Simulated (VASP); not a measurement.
**TiAl (relaxed from the zinc blende structure, space group F-43m): computed properties**

Level of theory: r2SCAN meta-GGA, VASP's PBE PAW potentials (set 64) (plane waves; VASP).

| Quantity | Result |
|---|---|
| space group | F-43m (216) |
| cell | a = 6.0273 Å, b = 6.0273 Å, c = 6.0273 Å, α = 90.00°, β = 90.00°, γ = 90.00° |
| volume per atom | 27.37 Å³/atom |
| band gap (over mesh and band path) | none (metal, semimetal or under 0.01 eV) |
| density | 2.27 g/cm³ |

```
AlTi
1.0
    0.00000     3.01367     3.01367
    3.01367     0.00000     3.01367
    3.01367     3.01367     0.00000
Ti Al
1 1
Direct
  0.00000   0.00000   0.00000
  0.25000   0.25000   0.25000
```

The structure was generated: TiAl was put into the zinc blende type (F-43m), which need not be its known phase. It was relaxed first, which changed the volume by -20 %. Symmetry was kept, so distortions that lower it aren't found. The electron count is odd and the run is not spin-polarised, which forces a metal.
